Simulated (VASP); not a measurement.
```xyz
2
Lattice="0.0000 2.1992 2.1809 2.2163 0.0000 2.1809 2.2163 2.1992 0.0000" Properties=species:S:1:pos:R:3 pbc="T T T"
Ti     0.0000     0.0000     0.0000
C      2.3137     2.1992     2.1809
```

The numbers are results of PBE GGA + U (Dudarev), VASP's PBE PAW potentials (set 64) (plane waves; VASP), not measurements. Numerical set-up: 520 eV cut-off, 13×13×13 Γ-centred mesh, first-order Methfessel-Paxton smearing of 0.10 eV, potentials Ti_sv C, U − J: Ti 5.00 eV.

### Question
What does the run give for the energy per atom (σ→0), pressure, largest force, band gap (on the k-mesh) with the smallest direct gap where there is one?

### Answer

```yaml
band gap (on the k-mesh): none (metal, semimetal or under 0.01 eV)
energy per atom (σ→0): -7.517 eV/atom
pressure: 3.70 GPa
largest_force: 0.01643 Ha/bohr
```

The compound is TiC in the rock salt structure. The cell was not relaxed at this level, atoms are displaced from their ideal sites. The run is one of a series of settings (LDAU = .TRUE., LDAUJ = 0 0, LDAUL = 2 -1, LDAUTYPE = 2, LDAUU = 5.0 0 against the base run), some of them coarse on purpose.
